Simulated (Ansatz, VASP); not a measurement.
## Cross-check of BeOs3 between VASP and Ansatz

Wanted: the spread between two codes on one cell, functional and k mesh. The cell is invented: As first built, before any earlier steps moved the atoms (in the runner's words): it takes the MgRh3 structure with all of its atoms replaced by other elements, volume scaled by an estimate. It may not be a known or stable phase. The cell is taken from a series of VASP runs on this material, whose earlier steps may have relaxed, scaled or displaced it; both programs get it as it stands.

Calculated with Ansatz 0.2.0; plane waves, with VASP 6.6.1 beside it; single point at PBEsol.

## 1. Starting point

The structure is triclinic, space group P1 (No. 1). The conventional cell has a = 2.733 Å, b = 4.547 Å, c = 5.096 Å, α = 116.49°, β = 105.55°, γ = 90.00°. Nearest to Os lie 3 Be at 2.54 to 2.82 Å and 9 Os at 2.59 to 2.73 Å. Nearest to Os lie 3 Be at 2.57 to 2.78 Å and 9 Os at 2.59 to 2.73 Å. Nearest to Os lie 4 Be at 2.51 to 2.79 Å and 8 Os at 2.59 to 2.73 Å. Nearest to Be lie 10 Os at 2.51 to 2.82 Å and 2 Be at 2.73 Å. As first built, before any earlier steps moved the atoms (in the runner's words): sites of the MgRh3 structure (space group 44) filled with other elements, volume scaled by an estimate. Farther neighbours are not listed.

## 2. Ansatz: single point, PBEsol

Ansatz runs on its default PAW (the set named soft_2) files.

With cell and atoms fixed, the geometry can't cause a difference; cores, projectors, grids and the points listed under the comparison can.

Input file input.yaml:

```yaml
crystal:
  lattice:
    - [-1.3664569133, 4.351686441, 2.2734699165]
    - [1.3664569133, -4.351686441, 2.2734699165]
    - [1.3664569133, 4.351686441, -2.2734699165]
  atoms:
    - { symbol: Os, position: [0.728123, 0.002531, 0.741834] }
    - { symbol: Os, position: [0.26451, -0.001433, 0.269602] }
    - { symbol: Os, position: [0.689026, 0.687138, -0.000398] }
    - { symbol: Be, position: [0.155478, 0.649078, 0.498442] }
hamiltonian:
  xc: pbesol
  pseudopotentials: { kind: paw }
kpoints:
  mp_grid: { grid: [5, 8, 7] }
scf:
  occupations: { method: methfessel_paxton, width: 0.1 }
  n_extra_bands: 5
output:
  forces: true
  stress: true
  eigenvalues: true
  write_density: true
  write_potential: true
  elf: true
  volumetric_format: npy
```

Command:

```sh
$ ansatz run input.yaml --threads 2 --pin off --max-ram 4608MiB --backend cpu --events-out ev --progress --plain --runs-dir out
```

Numbers of over 12 decimals in the logs are rounded to 6 here.

What it wrote:

```text
basis.fft_grid_basis auto: the FFT boxes are laid along the combinations [[1, 1, 0], [0, 1, 0], [0, 1, 1]] of the cell's own vectors, 4.547, 5.096 and 2.733 Å long. The dense box has 32×36×20 points. Along the cell's own vectors, as sized, it would have 36×36×36, 2.02 times as many. basis.fft_grid_basis: typed keeps the cell's own vectors: state it where this run's energies or levels are differenced outside the engin [...]
scf.n_extra_bands = 5 over 25 filled bands (N_el = 50.0): the run solves 30 bands
Engine: ansatz 0.2.0, aarch64-unknown-linux-gnu
Pseudopotentials: kind: paw
Pseudopotential: Os, paw, valence charge 16, recommended cutoff 420 eV (normal), Os.paw.azcp
Pseudopotential: Be, paw, valence charge 2, recommended cutoff 420 eV (normal), Be.paw.azcp
Functional definition: PBEsol
  exchange = pbesol_x
  correlation = pbesol_c
Crystal: 4 atoms, lattice volume = 54.076 Å³
Basis set: ecut = 420 eV, 1061 PW (Γ), FFT grids on a1+a2, a2, a2+a3, exchange–correlation on 64×72×40 points (8 copies of the dense FFT grid, shifted against one another)
Bands: 30, of which v1, the nominal top of the filled ones, is band 25 counted from 1 (24 counted from 0)
Symmetry: 1 space group operations
Space group: P1 (ITA 1), of the structure as read, at distance tolerance 3.8e-5 Å
k-points: 141 of 280 (time reversal used)
Non-local potential: Os, projectors of the file, l = 0: 3, l = 1: 2, l = 2: 2, l = 3: 1
Non-local potential: Be, projectors of the file, l = 0: 2, l = 1: 2, l = 2: 1
PAW form: soft (Blöchl's): semilocal exchange-correlation on the pseudo side does not see the compensation charge
PAW frozen core: Os, regenerated for the run's functional, and the local potential with it (the file was generated under x = pbe(κ = 0.804, μ = 0.219515), c = pbe(β = 0.066725))
PAW frozen core: Be, regenerated for the run's functional, and the local potential with it (the file was generated under x = pbe(κ = 0.804, μ = 0.219515), c = pbe(β = 0.066725))
PAW one-centre angular grid: Os, 590 points (default); XC on 64 Gauss nodes
PAW one-centre angular grid: Be, 110 points (default); XC on 64 Gauss nodes
Initial density: superposition of atomic densities (neutral atoms: chi_scale 0, normalization atom), corrected by the library's trained network
Initial wavefunctions: pseudopotential atomic-orbital guess
Functional: x = pbesol(κ = 0.804, μ = 0.123457), c = pbesol(β = 0.046)
SCF iter   1: F=—  HF=-33842.647276 eV  |F-HF|=—  |Δ(HF+E_count)|=         —  Δρ=1.17e-2  dr2=3.23e-2  ethr=1.77e-3  ⟨swp⟩=5.0  Hψ=15964  notcnv=0
preconditioner: auto → Kerker (q_TF=auto, 2.693 Å⁻¹)  [metal: Δε(μ)=0.005 eV  Ē_g=5.700 eV  σ=0.100 eV  W_gap=0.04  n_scr=18 (ndim 8)  ℏωp=25.7 eV  f_vac=0.000  D(μ)=2.51/eV (n_scr^D=22)]
SCF iter   2: F=—  HF=-33842.643817 eV  |F-HF|=—  |Δ(HF+E_count)|=   3.46e-3  S|Δr|=    0.00e0  Δρ=6.48e-3  dr2=1.13e-2  ethr=6.46e-5  ⟨swp⟩=1.0  Hψ=5365  notcnv=0
SCF iter   3: F=—  HF=-33842.642117 eV  |F-HF|=—  |Δ(HF+E_count)|=   1.70e-3  S|Δr|=    0.00e0  Δρ=6.24e-4  dr2=2.90e-4  ethr=2.26e-5  ⟨swp⟩=2.3  Hψ=5929  notcnv=0
SCF iter   4: F=—  HF=-33842.642050 eV  |F-HF|=—  |Δ(HF+E_count)|=   6.71e-5  S|Δr|=    0.00e0  Δρ=1.34e-4  dr2=1.03e-5  ethr=5.79e-7  ⟨swp⟩=2.0  Hψ=5916  notcnv=0
SCF iter   5: F=—  HF=-33842.642041 eV  |F-HF|=—  |Δ(HF+E_count)|=   8.89e-6  S|Δr|=    0.00e0  Δρ=4.14e-5  dr2=1.37e-6  ethr=2.06e-8  ⟨swp⟩=2.0  Hψ=5946  notcnv=0
SCF iter   6: F=-33842.642041 eV  HF=-33842.642041 eV  |F-HF|=1.26e-8  |Δ(HF+E_count)|=   3.39e-7  S|Δr|=    0.00e0  Δρ=8.25e-6  dr2=3.54e-8  ethr=2.00e-10  ⟨swp⟩=7.6  Hψ=27430  notcnv=0
SCF 1 converged in 6 iterations: F = -33842.642041 eV  dr2 = 3.54e-8
  greatest PAW one-centre occupation: 1.000 electrons in one spin orbital (limit 2), on the Os atom at site 1 (counted from 0), in its partial waves of l = 0
SCF converged after 6 iterations
Stability not checked: this state was not tested for a lower state beside it, because cold or Methfessel-Paxton smearing, or corrected tetrahedra, fill the levels in a way that the test cannot read (fill_not_monotonic; see scf.lower_state_search)
Free energy (F): -33842.642041 eV
Harris-Foulkes:  -33842.642041 eV  (|F-HF|=1.26e-8)
Internal energy: -33842.642014 eV  (E = F + TS)
E sigma→0 (E₀):  -33842.642034 eV
Entropy (-TS):   -0.000026 eV (-0.007 meV/atom)
Fermi energy:    20.658707 eV
Step filling:    the computed levels leave a gap of 0.0003 eV = 0.0 smearing widths at the electron count; against every level under it full and every level over it empty, smearing changes F+E_penalty+E_count by -0.345 meV and its σ→0 estimate by -0.338 meV
--- Per-component energies (eV) ---
  E_band       = -396.855319
  E_kinetic    = 1703.492766
  E_local      = -3526.008933  (includes V_loc(G=0)·N_el)
  E_nonlocal   = 8.459481
  E_hartree    = 1462.179110
  E_xc         = -813.318007
  E_vxc        = -869.507053  (∫ρ·V_xc dr)
  E_paw        = -26696.992575  (= ΣΔE_a)
  E_vpaw       = -637.646085  (= ΣTr[D̂ρ^β])
  E_aug_tail   = -0.000205  (compensation charges beyond the density's cutoff)
  E_ewald      = -5981.206980
  E_core_change = 0.753330  (= ΣΔE_core)
  E_smearing   = -0.000026  (= −TS)
  E_closure    = 0.000000  (closes the sum)
  Σ components = -33842.642041   (vs F -33842.642041, Δ=0.00e0)
--- Forces (eV/Å), atoms counted from 1 ---
  atom   1  Os    -0.17752080    -0.03091138     0.37856864
  atom   2  Os    -0.00234059     0.05673289     0.08911210
  atom   3  Os     0.15660528     0.02547405    -0.39700172
  atom   4  Be     0.02325670    -0.05129078    -0.07068060
  max |Σ_I F_I| component: 4.78e-6 eV/Å
--- Stress (GPa, compression-positive) ---
       -9.905733      -0.231165       0.086484
       -0.231165      -7.528626      -0.183375
        0.086484      -0.183375      -8.527377
  P = ⅓ Tr σ = -8.6539 GPa (-86.539 kbar)
--- Band table (eV; the first three rows and the last of 141) ---
  k-point 0: bands = [... 21 lower, 19.4125, 19.5580, 19.6774, 20.9161, 21.0419, 21.7875, 22.1092, 22.2084, ... 1 higher]
  k-point 1: bands = [... 21 lower, 18.8135, 19.3469, 19.5121, 19.9160, 20.7402, 21.4731, 22.8587, 23.2959, ... 1 higher]
  k-point 2: bands = [... 21 lower, 18.1297, 19.1123, 19.8671, 20.4480, 20.8736, 21.3204, 23.1009, 24.6970, ... 1 higher]
  k-point 140: bands = [... 21 lower, 18.5235, 19.2218, 19.7498, 20.6297, 20.8820, 21.3319, 22.6943, 23.4334, ... 1 higher]
```

Wall time 25 s (2 threads of Arm Neoverse N1, shared host); peak memory 0.48 GiB.

In the SCF lines HF is the Harris–Foulkes energy and dr2 the Hartree energy of the density residual, in eV; the loop may stop once dr2 is under the threshold and the program's other checks hold. Hψ counts applications of the Hamiltonian.

The run ends at a pressure of -8.65 GPa, with forces up to 0.43 eV/Å.

## 3. VASP: single point, PBEsol

The same cell, functional, mesh and smearing now go to VASP, with its own data sets and cutoff.

Lines of VASP's logs that name or quote its potential files are left out, and so is its time.

Input file INCAR:

```
SYSTEM = BeOs3
PREC = Accurate
ENCUT = 400
EDIFF = 1E-06
NELM = 100
ISMEAR = 1
SIGMA = 0.1
LREAL = .FALSE.
ALGO = Normal
GGA = PS
LORBIT = 11
LWAVE = .FALSE.
LCHARG = .FALSE.
KPAR = 2
ISIF = 2
```

Input file POSCAR:

```
BeOs3
1.0
   -1.3664569133      4.3516864410      2.2734699165
    1.3664569133     -4.3516864410      2.2734699165
    1.3664569133      4.3516864410     -2.2734699165
Os Be
3 1
Direct
    0.7281230000      0.0025310000      0.7418340000
    0.2645100000     -0.0014330000      0.2696020000
    0.6890260000      0.6871380000     -0.0003980000
    0.1554780000      0.6490780000      0.4984420000
```

Input file KPOINTS:

```
Automatic mesh
0
Gamma
5 8 7
0 0 0
```

The projector-augmented-wave data sets are Os and Be (PBE family, release 64).

Command:

```sh
$ mpirun -np 2 vasp_std
```

What it wrote:

```text
[banner, memory and clock lines left out]
running    2 mpi-ranks, on    1 nodes
 distrk:  each k-point on    1 cores,    2 groups
 distr:  one band on    1 cores,    1 groups

 POSCAR found type information on POSCAR OsBe
 POSCAR found :  2 types and       4 ions
|                                                                             |
|               ----> ADVICE to this user running VASP <----                  |
|                                                                             |
|     You enforced a specific xc type in the INCAR file but a different       |
|     [... a line on the potential file left out ...]
|     I HOPE YOU KNOW WHAT YOU ARE DOING!                                     |
|                                                                             |

 LDA part: xc-table for (Slater+PW92), standard interpolation
|                                                                             |
|           W    W    AA    RRRRR   N    N  II  N    N   GGGG   !!!           |
|           W    W   A  A   R    R  NN   N  II  NN   N  G    G  !!!           |
|           W    W  A    A  R    R  N N  N  II  N N  N  G       !!!           |
|           W WW W  AAAAAA  RRRRR   N  N N  II  N  N N  G  GGG   !            |
|           WW  WW  A    A  R   R   N   NN  II  N   NN  G    G                |
|           W    W  A    A  R    R  N    N  II  N    N   GGGG   !!!           |
|                                                                             |
|     Your reciprocal lattice and k-lattice belong to different lattice       |
|     classes:                                                                |
|                                                                             |
|        The reciprocal lattice is face-centered orthorhombic,                |
|        whereas your k-lattice is triclinic.                                 |
|                                                                             |
|     Results are often still useful ...                                      |
|                                                                             |

 POSCAR, INCAR and KPOINTS ok, starting setup
 FFT: planning ... GRIDC
 FFT: planning ... GRID_SOFT
 FFT: planning ... GRID
 WAVECAR not read
 entering main loop
       N       E                     dE             d eps       ncg     rms          rms(c)
DAV:   1     0.122884529284E+03    0.12288E+03   -0.10501E+04  4794   0.116E+03
DAV:   2    -0.284829222812E+02   -0.15137E+03   -0.14725E+03  5041   0.398E+02
DAV:   3    -0.422268570273E+02   -0.13744E+02   -0.13249E+02  7071   0.799E+01
DAV:   4    -0.425864703938E+02   -0.35961E+00   -0.35752E+00  5832   0.163E+01
DAV:   5    -0.425937363658E+02   -0.72660E-02   -0.72477E-02  7191   0.194E+00    0.278E+01
DAV:   6    -0.402611766399E+02    0.23326E+01   -0.78593E+00  6948   0.185E+01    0.112E+01
DAV:   7    -0.401077287785E+02    0.15345E+00   -0.29956E+00  7776   0.134E+01    0.487E+00
DAV:   8    -0.399022948788E+02    0.20543E+00   -0.15003E+00  8193   0.103E+01    0.203E+00
DAV:   9    -0.398784772314E+02    0.23818E-01   -0.11739E-01  6337   0.263E+00    0.438E-01
DAV:  10    -0.398779794408E+02    0.49779E-03   -0.10514E-02  7425   0.759E-01    0.161E-01
DAV:  11    -0.398776247264E+02    0.35471E-03   -0.23720E-03  7642   0.435E-01    0.628E-02
DAV:  12    -0.398775987887E+02    0.25938E-04   -0.28177E-04  7760   0.143E-01    0.400E-02
DAV:  13    -0.398775990647E+02   -0.27598E-06   -0.32179E-05  6660   0.507E-02    0.740E-03
DAV:  14    -0.398775971814E+02    0.18833E-05   -0.32410E-06  3286   0.187E-02    0.470E-03
DAV:  15    -0.398775967779E+02    0.40349E-06   -0.64820E-07  2680   0.723E-03
   1 F= -.39877597E+02 E0= -.39877571E+02  d E =-.766191E-04
```

From OUTCAR (step 3):

```text
ion  position               nearest neighbor table
   1  0.728  0.003  0.742-   4 2.54   3 2.59   3 2.61   2 2.65   2 2.67   2 2.67   2 2.69   3 2.71
                             4 2.79   4 2.82
   2  0.265  0.999  0.270-   4 2.57   3 2.59   3 2.60   1 2.65   1 2.67   1 2.67   1 2.69   3 2.71
                             4 2.77   4 2.78
   3  0.689  0.687  1.000-   4 2.51   4 2.52   1 2.59   2 2.59   2 2.60   1 2.61   1 2.71   2 2.71
                             4 2.79   4 2.79
   4  0.155  0.649  0.498-   3 2.51   3 2.52   1 2.54   2 2.57   2 2.77   2 2.78   1 2.79   3 2.79
                             3 2.79   1 2.82

  LATTYP: Found a body centered orthorhombic cell.
 ALAT       =     2.7329138266
 B/A-ratio  =     1.6637699253
 C/A-ratio  =     3.1846495844

 Subroutine GETGRP returns: Found  1 space group operations
 (whereof  1 operations were pure point group operations)

The static configuration has the point symmetry C_1 .

 Found    141 irreducible k-points:

   k-points           NKPTS =    141   k-points in BZ     NKDIM =    141   number of bands    NBANDS=     17

   dimension x,y,z NGX =    36 NGY =   36 NGZ =   36
   dimension x,y,z NGXF=    72 NGYF=   72 NGZF=   72

   ENCUT  =  400.0 eV  29.40 Ry    5.42 a.u.   8.31  8.31  8.31*2*pi/ulx,y,z

   NELECT =      26.0000    total number of electrons

 k-points in reciprocal lattice and weights: Automatic mesh
   0.00000000  0.00000000  0.00000000       0.004
   0.20000000  0.00000000 -0.00000000       0.007
   0.40000000  0.00000000 -0.00000000       0.007
   0.00000000  0.12500000  0.00000000       0.007
   0.20000000  0.12500000  0.00000000       0.007
   0.40000000  0.12500000 -0.00000000       0.007
  -0.40000000  0.12500000  0.00000000       0.007
  -0.20000000  0.12500000  0.00000000       0.007
   0.00000000  0.25000000  0.00000000       0.007
[...]
-0.40000000 -0.12500000  0.42857143       0.007
  -0.20000000 -0.12500000  0.42857143       0.007

 average (electrostatic) potential at core
       1 -44.3817       2 -44.3836       3 -44.2244       4 -31.9447

 E-fermi :   7.6546

 k-point     1 :       0.0000    0.0000    0.0000
  band No.  band energies     occupation
    ...
      8       5.7263      2.00000
      9       6.4018      2.00000
     10       6.4154      2.00000
     11       6.5645      2.00000
     12       6.6759      2.00000
     13       7.9049     -0.00228
     14       8.0396     -0.00000
     15       8.7928     -0.00000
     16       9.1047     -0.00000
     17       9.2012     -0.00000

 k-point     2 :       0.2000    0.0000   -0.0000
  band No.  band energies     occupation
    ...
      9       5.6023      2.00000
     10       5.9630      2.00000
     11       6.1157      2.00000
     12       6.7956      2.00000
     13       7.5608      2.03475
     14       8.1922     -0.00000
     15       8.4697     -0.00000
     16       9.1294     -0.00000
     17       9.3861     -0.00000

 k-point     3 :       0.4000    0.0000   -0.0000
  band No.  band energies     occupation
    ...
      9       5.3201      2.00000
     10       5.5641      2.00000
     11       6.3955      2.00000
     12       6.5475      2.00000
     13       6.8307      2.00000
     14       7.8753     -0.00775
     15       8.3566     -0.00000
     16       8.7620     -0.00000
     17       9.4378     -0.00000

  Total       -3.2444337     -2.4636126     -2.8054788     -0.0768165     -0.0597203      0.0297352
  in kB      -96.1273000    -72.9928390    -83.1217792     -2.2759473     -1.7694143      0.8810064
  external PRESSURE =     -84.0806394 kB  Pullay stress =       0.0000000 kB

  energy-cutoff  :      400.00
  volume of cell :       54.08
      direct lattice vectors                 reciprocal lattice vectors
    -1.366456913  4.351686441  2.273469916     0.000000000  0.114897984  0.219928136
     1.366456913 -4.351686441  2.273469916     0.365909818  0.000000000  0.219928136
     1.366456913  4.351686441 -2.273469916     0.365909818  0.114897984  0.000000000

 POSITION                                       TOTAL-FORCE (eV/Angst)
 -----------------------------------------------------------------------------------
      0.02219      6.38578     -0.02542        -0.174948     -0.035394      0.380105
      1.37146     -2.02116      2.25864        -0.004397      0.063384      0.094640
      1.36333      4.35817      0.85610         0.156125      0.025025     -0.408609
      1.35558      0.02107      0.69594         0.023220     -0.053016     -0.066137
 -----------------------------------------------------------------------------------
    total drift:                               -0.000008      0.000036     -0.000026

  FREE ENERGIE OF THE ION-ELECTRON SYSTEM (eV)
  ---------------------------------------------------
  free  energy   TOTEN  =       -39.8775967779 eV

  energy  without entropy=      -39.8775201589  energy(sigma->0) =      -39.87757124

 total charge
# of ion       s       p       d       tot
------------------------------------------
    1        0.671   0.728   6.036   7.436
    2        0.672   0.730   6.035   7.437
    3        0.672   0.715   6.067   7.454
    4        0.353   0.543   0.000   0.896
--------------------------------------------------
tot          2.368   2.717  18.138  23.223

[... 3 further parts left out ...]
```

The run ends at a pressure of -8.41 GPa, with forces up to 0.44 eV/Å.

## 4. Side by side

Known differences besides the potentials themselves: the data sets hold 50 valence electrons in Ansatz (default PAW (the set named soft_2) files) and 26 in VASP; the cutoff is 420 eV in Ansatz and 400 eV in VASP; Ansatz makes its cores anew for this functional, VASP keeps those of its PBE data sets; VASP leaves aspherical gradient terms in its spheres out (LASPH is not set), Ansatz keeps them. Total energies have different zeros and are not compared.

Compared:

```tsv
quantity	Ansatz	VASP	difference
pressure (GPa)	-8.65	-8.41	-0.25
pressure without Ansatz's Pulay correction (GPa)	-8.71	-8.41	-0.30
```

Forces (eV/Å; atoms numbered as in POSCAR):

```tsv
atom	Ansatz x, y, z	VASP x, y, z
Os1	-0.178, -0.031, 0.379	-0.175, -0.035, 0.380
Os2	-0.002, 0.057, 0.089	-0.004, 0.063, 0.095
Os3	0.157, 0.025, -0.397	0.156, 0.025, -0.409
Be4	0.023, -0.051, -0.071	0.023, -0.053, -0.066
```

The forces differ by 4.7 meV/Å r.m.s., which is 2.6 % of the r.m.s. force of 0.18 eV/Å (both taken over all components). Ansatz's pressure holds a Pulay correction of 0.06 GPa; VASP's holds none.

## 5. Outcome

| Property | Result |
| --- | --- |
| r.m.s. force difference (single point, PBEsol) | 4.7 meV/Å |

What this shows: The r.m.s. force difference is 4.7 meV/Å (single point, PBEsol), within the 12 meV/Å picked in this series as the mark of a large difference. Such differences can come from data sets, numerical settings and the points named under the comparisons, not from the functional's error against experiment.

[Lines on the potential files, build, host, timing and source positions are cut from VASP's logs without a mark.]

[Logs are printed without paths, hosts, clocks, repeated set-up lines and the standing remarks that a program may print on its own settings, such as how far it seeks lower states.]

[Hosts, paths, dates, database ids (printed as entryN), source tags and the programs' standing remarks are cut or masked in the printed files.]
